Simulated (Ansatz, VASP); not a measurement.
# BaAl6ZnSi13O37 (glassy 72SiO2-17Al2O3-6BaO-6ZnO (mol %)) in two plane-wave programs

Wanted: the spread between two codes on one cell, functional and k mesh. The structure shown is the end of the Ansatz relaxation below.

Main program and level: Ansatz 0.2.0; plane waves, with VASP 6.6.1 beside it; single point at revPBE.

**1. Starting point**

The cell holds 116 atoms: 26 Si, 12 Al, 2 Ba, 2 Zn and 74 O. Cell: a = 11.396 Å, b = 11.716 Å, c = 11.323 Å, α = 87.0°, β = 91.9°, γ = 91.3°. As first built, before any earlier steps moved the atoms (in the runner's words): 116 atoms (26 Si, 12 Al, 2 Ba, 2 Zn, 74 O) placed at random at 3.22 g/cm^3, melted at 4000 K for 10 ps at fixed volume with the Morse and Coulomb pair potential with partial charges (Pedone, Malavasi, Menziani, Cormack and Segre, J. Phys. Chem. B 110, 11780 (2006)). Quenched from 4000 K to 300 K at 50 K/ps and fixed volume, held 5 ps.

**2. Ansatz: relaxation, revPBE**

Ansatz runs on its default PAW (the set named soft_2) files.

This run makes the geometry at which the two programs are then compared.

Contents of input.yaml:

```yaml
crystal:
  lattice:
    - [11.39417, -0.13371, -0.18328]
    - [-0.13237, 11.7113, 0.29939]
    - [-0.18145, 0.29939, 11.3178]
  atoms:
    - { symbol: Si, position: [0.38894, 0.91051, 0.76043] }
    - { symbol: Si, position: [0.37411, 0.51804, 0.98799] }
    - { symbol: Si, position: [0.72237, 0.93495, 0.65331] }
    - { symbol: Si, position: [0.27242, 0.75761, 0.05741] }
    - { symbol: Si, position: [0.95624, 0.47343, 0.92275] }
    - { symbol: Si, position: [0.95888, 0.50638, 0.47417] }
    - { symbol: Si, position: [0.99202, 0.90441, 0.43216] }
    - { symbol: Si, position: [0.73129, 0.37515, 0.10697] }
    - { symbol: Si, position: [0.77422, 0.98685, 0.2859] }
    - { symbol: Si, position: [0.36958, 0.16165, 0.52134] }
    - { symbol: Si, position: [0.21123, 0.90087, 0.27178] }
    - { symbol: Si, position: [0.12771, 0.86246, 0.83963] }
    - { symbol: Si, position: [0.10664, 0.10119, 0.55173] }
    - { symbol: Si, position: [0.90734, 0.01351, 0.05943] }
    - { symbol: Si, position: [0.17318, 0.47287, 0.80989] }
    - { symbol: Si, position: [0.59674, 0.72894, 0.53869] }
    - { symbol: Si, position: [0.06105, 0.24862, 0.07989] }
    - { symbol: Si, position: [0.7347, 0.60294, 0.02025] }
    - { symbol: Si, position: [0.21235, 0.58955, 0.56306] }
    - { symbol: Si, position: [0.70765, 0.22706, 0.33666] }
    - { symbol: Si, position: [0.87779, 0.56011, 0.22895] }
    - { symbol: Si, position: [0.81027, 0.5152, 0.69924] }
    - { symbol: Si, position: [0.35252, 0.82196, 0.50751] }
    - { symbol: Si, position: [0.5099, 0.85801, 0.12318] }
    - { symbol: Si, position: [0.39653, 0.41228, 0.47749] }
    - { symbol: Si, position: [0.48861, 0.14545, 0.88145] }
    - { symbol: Al, position: [0.56332, 0.3734, 0.71862] }
    - { symbol: Al, position: [0.74078, 0.2254, 0.86021] }
    - { symbol: Al, position: [0.65984, 0.72424, 0.28848] }
    - { symbol: Al, position: [0.49377, 0.07424, 0.29608] }
[... 80 atom lines left out ...]
    - { symbol: O, position: [0.48375, 0.95808, 0.21268] }
    - { symbol: O, position: [0.88689, 0.98985, 0.37888] }
    - { symbol: O, position: [0.38082, 0.90748, 0.61481] }
    - { symbol: O, position: [0.72194, 0.86085, 0.28779] }
    - { symbol: O, position: [0.47866, 0.42214, 0.59378] }
    - { symbol: O, position: [0.07346, 0.58173, 0.52056] }
kpoints:
  mp_grid: { grid: [1, 1, 1] }
hamiltonian:
  xc: revpbe
scf:
  occupations: { method: fixed }
output:
  forces: true
  eigenvalues: true
  stress: true
relax:
  f_tol: 0.05
  max_steps: 70
```

Run with:

```console
> ansatz run input.yaml --threads 4 --pin off --max-ram 8192MiB --backend cpu --events-out ev --progress --plain --runs-dir out
```

Numbers of over 12 decimals in the logs are rounded to 6 here.

The program printed:

```text
Warning: output.stress: scf.convergence.dr2_threshold = 1e-7 eV (the SCF's general default) is looser than the 1.08e-8 eV advised for a printed stress (1e-10 eV for each atom of the cell: 116, of which 108 are counted). What an SCF threshold leaves in a stress goes as its square root, and in the free energy as the threshold itself, and one threshold admits the most on a small cell: [figures from the program's tests c [...]
Engine: ansatz 0.2.0, x86_64-unknown-linux-gnu
Pseudopotentials: kind: paw
Pseudopotential: Si, paw, valence charge 4, recommended cutoff 420 eV (normal), Si.paw.azcp
Pseudopotential: Al, paw, valence charge 3, recommended cutoff 420 eV (normal), Al.paw.azcp
Pseudopotential: Ba, paw, valence charge 10, recommended cutoff 420 eV (normal), Ba.paw.azcp
Pseudopotential: Zn, paw, valence charge 12, recommended cutoff 420 eV (normal), Zn.paw.azcp
Pseudopotential: O, paw, valence charge 6, recommended cutoff 420 eV (normal), O.paw.azcp
Functional definition: revPBE
  parameter kappa = 1.245
  parameter beta = 0.066725
  exchange = pbe_x(kappa = kappa, mu = beta*pi^2/3)
  correlation = pbe_c(beta = beta)
Crystal: 116 atoms, lattice volume = 1508.657 Å³
Basis set: ecut = 420 eV, 29463 PW (Γ), exchange–correlation on 160×160×160 points (8 copies of the dense FFT grid, shifted against one another)
Bands: 430, of which v1, the nominal top of the filled ones, is band 314 counted from 1 (313 counted from 0)
Symmetry: 1 space group operations
Space group: P1 (ITA 1), of the structure as read, at distance tolerance 1.1e-4 Å
k-points: 1
Non-local potential: Si, projectors of the file, l = 0: 2, l = 1: 2, l = 2: 2
Non-local potential: Al, projectors of the file, l = 0: 2, l = 1: 2, l = 2: 1
Non-local potential: Ba, projectors of the file, l = 0: 3, l = 1: 2, l = 2: 2, l = 3: 2
Non-local potential: Zn, projectors of the file, l = 0: 2, l = 1: 2, l = 2: 3, l = 3: 1
Non-local potential: O, projectors of the file, l = 0: 2, l = 1: 2, l = 2: 1
PAW form: soft (Blöchl's): semilocal exchange-correlation on the pseudo side does not see the compensation charge
PAW frozen core: Si, regenerated for the run's functional, and the local potential with it (the file was generated under x = pbe(κ = 0.804, μ = 0.219515), c = pbe(β = 0.066725))
PAW frozen core: Al, regenerated for the run's functional, and the local potential with it (the file was generated under x = pbe(κ = 0.804, μ = 0.219515), c = pbe(β = 0.066725))
PAW frozen core: Ba, regenerated for the run's functional, and the local potential with it (the file was generated under x = pbe(κ = 0.804, μ = 0.219515), c = pbe(β = 0.066725))
PAW frozen core: Zn, regenerated for the run's functional, and the local potential with it (the file was generated under x = pbe(κ = 0.804, μ = 0.219515), c = pbe(β = 0.066725))
PAW frozen core: O, regenerated for the run's functional, and the local potential with it (the file was generated under x = pbe(κ = 0.804, μ = 0.219515), c = pbe(β = 0.066725))
PAW one-centre angular grid: Si, 110 points (default); XC on 64 Gauss nodes
PAW one-centre angular grid: Al, 110 points (default); XC on 64 Gauss nodes
PAW one-centre angular grid: Ba, 194 points (default); XC on 64 Gauss nodes
PAW one-centre angular grid: Zn, 590 points (default); XC on 64 Gauss nodes
PAW one-centre angular grid: O, 110 points (default); XC on 64 Gauss nodes
Initial density: superposition of atomic densities (neutral atoms: chi_scale 0, normalization atom), corrected by the library's trained network
Initial wavefunctions: pseudopotential atomic-orbital guess
Functional: x = revpbe(κ = 1.245, μ = 0.219515), c = pbe(β = 0.066725)
SCF iter   1: F=—  HF=-83834.685095 eV  |F-HF|=—  |Δ(HF+E_count)|=         —  Δρ=3.47e-3  dr2=2.27e-1  ethr=1.77e-3  ⟨swp⟩=4.0  Hψ=1676  notcnv=0  defer=113
[...]
- { symbol: Si, position: [0.369663, 0.162437, 0.521959] }
    - { symbol: Si, position: [0.210946, 0.900325, 0.271166] }
    - { symbol: Si, position: [0.127312, 0.861872, 0.839558] }
    - { symbol: Si, position: [0.106725, 0.099442, 0.551586] }
    - { symbol: Si, position: [0.907530, 0.014409, 0.059002] }
    - { symbol: Si, position: [0.173985, 0.472535, 0.808485] }
    - { symbol: Si, position: [0.597479, 0.728992, 0.537616] }
    - { symbol: Si, position: [0.061726, 0.249913, 0.080148] }
    - { symbol: Si, position: [0.734402, 0.603717, 0.021207] }
    - { symbol: Si, position: [0.212253, 0.590170, 0.563283] }
    - { symbol: Si, position: [0.708120, 0.227146, 0.336493] }
    - { symbol: Si, position: [0.877704, 0.559937, 0.230574] }
    - { symbol: Si, position: [0.808238, 0.514821, 0.701006] }
    - { symbol: Si, position: [0.352465, 0.822505, 0.507052] }
    - { symbol: Si, position: [0.509839, 0.858095, 0.122719] }
    - { symbol: Si, position: [0.396001, 0.412452, 0.477439] }
    - { symbol: Si, position: [0.488486, 0.144828, 0.881558] }
    - { symbol: Al, position: [0.561236, 0.373040, 0.719904] }
    - { symbol: Al, position: [0.741712, 0.226767, 0.860978] }
    - { symbol: Al, position: [0.659462, 0.723875, 0.288091] }
    - { symbol: Al, position: [0.493055, 0.073701, 0.296335] }
    - { symbol: Al, position: [0.630401, 0.184751, 0.591302] }
    - { symbol: Al, position: [0.930188, 0.775081, 0.659374] }
    - { symbol: Al, position: [0.993038, 0.269877, 0.348587] }
    - { symbol: Al, position: [0.931530, 0.036114, 0.783018] }
    - { symbol: Al, position: [0.477153, 0.348361, 0.218274] }
    - { symbol: Al, position: [0.313221, 0.134956, 0.117654] }
    - { symbol: Al, position: [0.678488, 0.965870, 0.916446] }
    - { symbol: Al, position: [0.545785, 0.684187, 0.820427] }
    - { symbol: Ba, position: [0.220438, 0.156561, 0.824434] }
    - { symbol: Ba, position: [0.203494, 0.485531, 0.247195] }
    - { symbol: Zn, position: [0.969829, 0.291151, 0.720564] }
    - { symbol: Zn, position: [0.022136, 0.765954, 0.159462] }
    - { symbol: O, position: [0.769406, 0.646402, 0.168488] }
    - { symbol: O, position: [0.082387, 0.966152, 0.523680] }
    - { symbol: O, position: [0.074753, 0.177860, 0.437448] }
    - { symbol: O, position: [0.440635, 0.038698, 0.798345] }
    - { symbol: O, position: [0.248657, 0.113603, 0.589938] }
    - { symbol: O, position: [0.655332, 0.917119, 0.775420] }
    - { symbol: O, position: [0.073313, 0.875087, 0.317025] }
    - { symbol: O, position: [0.198662, 0.223068, 0.052433] }
    - { symbol: O, position: [0.874266, 0.177053, 0.806636] }
    - { symbol: O, position: [0.676660, 0.266752, 0.714978] }
    - { symbol: O, position: [0.475094, 0.772561, 0.467301] }
    - { symbol: O, position: [0.071001, 0.543990, 0.872068] }
    - { symbol: O, position: [0.631126, 0.116792, 0.908108] }
    - { symbol: O, position: [0.412238, 0.428914, 0.099890] }
    - { symbol: O, position: [0.251894, 0.919406, 0.795586] }
    - { symbol: O, position: [0.712192, 0.062792, 0.591877] }
    - { symbol: O, position: [0.417111, 0.082209, 0.423279] }
    - { symbol: O, position: [0.030089, 0.126204, 0.668481] }
    - { symbol: O, position: [0.807422, 0.041041, 0.155471] }
    - { symbol: O, position: [0.872708, 0.456303, 0.584582] }
    - { symbol: O, position: [0.610319, 0.900219, 0.033145] }
    - { symbol: O, position: [0.300517, 0.619068, 0.057710] }
    - { symbol: O, position: [0.231986, 0.552068, 0.702097] }
    - { symbol: O, position: [0.214415, 0.780704, 0.189275] }
[...]
- { symbol: O, position: [0.644058, 0.310791, 0.216662] }
    - { symbol: O, position: [0.065600, 0.290805, 0.214558] }
    - { symbol: O, position: [0.483050, 0.957944, 0.212346] }
    - { symbol: O, position: [0.886612, 0.990158, 0.379218] }
    - { symbol: O, position: [0.382694, 0.907378, 0.614337] }
    - { symbol: O, position: [0.721387, 0.860846, 0.286969] }
    - { symbol: O, position: [0.477941, 0.422585, 0.594159] }
    - { symbol: O, position: [0.071731, 0.581624, 0.522699] }
```

**3. VASP: single point, revPBE**

The same cell, functional and mesh now go to VASP, with its own data sets and cutoff.

Lines of VASP's logs that name or quote its potential files are left out, and so is its time.

Contents of INCAR:

```
SYSTEM = BaAl6ZnSi13O37
PREC = Accurate
ENCUT = 520
EDIFF = 1E-05
NELM = 100
ISMEAR = 0
SIGMA = 0.01
LREAL = Auto
ALGO = Fast
GGA = RE
NBANDS = 395
LORBIT = 11
LWAVE = .FALSE.
LCHARG = .FALSE.
ISIF = 2
```

Contents of POSCAR:

```
BaAl6ZnSi13O37
1.0
   11.3941700000     -0.1337100000     -0.1832800000
   -0.1323700000     11.7113000000      0.2993900000
   -0.1814500000      0.2993900000     11.3178000000
Si Al Ba Zn O
26 12 2 2 74
Direct
    0.3901000000      0.9099900000      0.7599500000
    0.3745400000      0.5170400000      0.9874400000
    0.7221100000      0.9357100000      0.6523700000
    0.2722600000      0.7571700000      0.0565900000
    0.9565700000      0.4742700000      0.9231700000
    0.9576900000      0.5047100000      0.4759500000
    0.9913300000      0.9030800000      0.4321700000
    0.7313000000      0.3757200000      0.1073700000
    0.7737500000      0.9869800000      0.2854000000
    0.3696600000      0.1624400000      0.5219600000
    0.2109500000      0.9003200000      0.2711700000
    0.1273100000      0.8618700000      0.8395600000
    0.1067300000      0.0994400000      0.5515900000
    0.9075300000      0.0144100000      0.0590000000
    0.1739900000      0.4725400000      0.8084800000
    0.5974800000      0.7289900000      0.5376200000
    0.0617300000      0.2499100000      0.0801500000
    0.7344000000      0.6037200000      0.0212100000
    0.2122500000      0.5901700000      0.5632800000
    0.7081200000      0.2271500000      0.3364900000
    0.8777000000      0.5599400000      0.2305700000
    0.8082400000      0.5148200000      0.7010100000
    0.3524700000      0.8225000000      0.5070500000
    0.5098400000      0.8581000000      0.1227200000
    0.3960000000      0.4124500000      0.4774400000
    0.4884900000      0.1448300000      0.8815600000
    0.5612400000      0.3730400000      0.7199000000
    0.7417100000      0.2267700000      0.8609800000
    0.6594600000      0.7238800000      0.2880900000
    0.4930500000      0.0737000000      0.2963300000
[... 80 atom lines left out ...]
    0.4830500000      0.9579400000      0.2123500000
    0.8866100000      0.9901600000      0.3792200000
    0.3826900000      0.9073800000      0.6143400000
    0.7213900000      0.8608500000      0.2869700000
    0.4779400000      0.4225900000      0.5941600000
    0.0717300000      0.5816200000      0.5227000000
```

Contents of KPOINTS:

```
Automatic mesh
0
Gamma
1 1 1
0 0 0
```

The projector-augmented-wave data sets are Si, Al, Ba_sv, Zn and O (PBE family, release 64).

Run with:

```console
> export OMP_NUM_THREADS=5
> mpirun -np 1 vasp_gam
```

The program printed:

```text
[banner, memory and clock lines left out]
running    1 mpi-ranks, on    1 nodes
[...]
Offloading initialized ...    1 GPUs detected
[...]
|                                                                             |
|               ----> ADVICE to this user running VASP <----                  |
|                                                                             |
|     You enforced a specific xc type in the INCAR file but a different       |
|     [... a line on the potential file left out ...]
|     I HOPE YOU KNOW WHAT YOU ARE DOING!                                     |
|                                                                             |

 LDA part: xc-table for (Slater+PW92), standard interpolation
 POSCAR, INCAR and KPOINTS ok, starting setup
[...]
entering main loop
       N       E                     dE             d eps       ncg     rms          rms(c)
DAV:   1     0.657303141819E+04    0.65730E+04   -0.35707E+05   790   0.161E+03
DAV:   2    -0.241196060091E+03   -0.68142E+04   -0.65513E+04   958   0.405E+02
DAV:   3    -0.936023136600E+03   -0.69483E+03   -0.68776E+03   913   0.146E+02
DAV:   4    -0.960186071311E+03   -0.24163E+02   -0.24027E+02   940   0.303E+01
[...]
RMM:  16    -0.838439805684E+03    0.28226E-04   -0.68561E-04  1109   0.377E-02    0.207E-02
RMM:  17    -0.838439810365E+03   -0.46813E-05   -0.14769E-04  1085   0.160E-02    0.745E-03
RMM:  18    -0.838439815769E+03   -0.54040E-05   -0.53352E-05   865   0.774E-03
   1 F= -.83843982E+03 E0= -.83843982E+03  d E =-.379645E-27
```

OUTCAR, selected parts (step 3):

```text
  Total       12.1729481      2.3555358      3.2509951     -0.6017923     -0.2697466      0.3745113
  in kB       12.9275402      2.5015538      3.4525218     -0.6390970     -0.2864680      0.3977270
  external PRESSURE =       6.2938719 kB  Pullay stress =       0.0000000 kB

 POSITION                                       TOTAL-FORCE (eV/Angst)
 -----------------------------------------------------------------------------------
      4.18652     10.83253      8.80191        -0.028644      0.068395      0.000824
      4.01996      6.30076     11.26180        -0.021193     -0.024379      0.034645
      7.98561     11.05714      7.53119         0.030794     -0.011500     -0.031758
[...]
2.30534      9.17101      2.33656         0.026539      0.020770     -0.003322
      9.50048      4.97865      2.10229        -0.023211      0.020121     -0.004799
      7.48729      1.04212      3.46248         0.010830     -0.006626     -0.013160
      7.40662      5.62637      0.66657         0.016883      0.016124      0.005574
      9.54247      2.70028      3.61687         0.058542      0.021877     -0.011846
      3.17144     10.44678      4.59921        -0.019471     -0.016462      0.030619
      8.56630      3.36442     -0.04407        -0.005768     -0.018450     -0.040695
      0.35285     11.71487     10.03377        -0.061708     -0.024177     -0.010853
      7.28165      7.76001      4.95685         0.002219      0.016729     -0.032613
      4.86024      9.55248      9.46288         0.037889     -0.046528     -0.008398
[...]
-----------------------------------------------------------------------------------
    total drift:                               -0.000547     -0.015565      0.009798

  FREE ENERGIE OF THE ION-ELECTRON SYSTEM (eV)
  ---------------------------------------------------
  free  energy   TOTEN  =      -838.4398157695 eV

  energy  without entropy=     -838.4398157695  energy(sigma->0) =     -838.43981577

[... 3 further parts left out ...]
[key lines of the parts left out:]
E-fermi :   2.4996
```

The run ends at a pressure of 0.63 GPa, with forces up to 0.15 eV/Å.

**4. Comparison**

Known differences besides the potentials themselves: fixed occupations in Ansatz, narrow Gaussian smearing in VASP; the cutoff is 420 eV in Ansatz and 520 eV in VASP (PREC = Accurate, projectors in real space); Ansatz makes its cores anew for this functional, VASP keeps those of its PBE data sets; VASP leaves aspherical gradient terms in its spheres out (LASPH is not set), Ansatz keeps them. Total energies have different zeros and are not compared.

Both answers:

```
              quantity  Ansatz   VASP  difference
        pressure (GPa)    0.80   0.63       +0.17
gap on the k mesh (eV)   3.526  3.501      +0.026
```

Forces on 7 of the 116 atoms, those with the largest forces and the largest differences (eV/Å; atoms numbered as in POSCAR):

```
atom         Ansatz x, y, z            VASP x, y, z
Zn41  0.012, -0.020, -0.003   -0.028, 0.012, -0.074
 O47  -0.004, 0.002, -0.001    0.003, 0.009, -0.079
 O51   -0.018, 0.000, 0.005   -0.094, -0.086, 0.054
 O80  -0.005, 0.003, -0.002  -0.058, -0.062, -0.006
 O97   0.018, -0.001, 0.007   -0.032, 0.133, -0.050
 O98  -0.002, 0.011, -0.002    0.049, 0.134, -0.005
O100  0.012, -0.001, -0.004    0.040, -0.001, 0.069
```

The forces differ by 28 meV/Å r.m.s., where the r.m.s. force is 0.008 eV/Å in Ansatz and 0.029 eV/Å in VASP: the cell lies near the minimum of Ansatz, so a percentage would say little (all taken over all components). A gap on the mesh is an upper bound, since the band edges may lie between its points.

**5. Summary of results**

```json
{"r.m.s. force difference (single point, revPBE)": "28 meV/Å"}
```

The r.m.s. force difference is 28 meV/Å (single point, revPBE), beyond the 12 meV/Å picked in this series as the mark of a large difference. What causes the difference of the single point, revPBE pair stays open here. How closely two codes agree says nothing of how well the functional describes the real material.

[Lines on the potential files, build, host, timing and source positions are cut from VASP's logs without a mark.]

[Logs are printed without paths, hosts, clocks, repeated set-up lines and the standing remarks that a program may print on its own settings, such as how far it seeks lower states.]

[Hosts, paths, dates, database ids (printed as entryN), source tags and the programs' standing remarks are cut or masked in the printed files.]
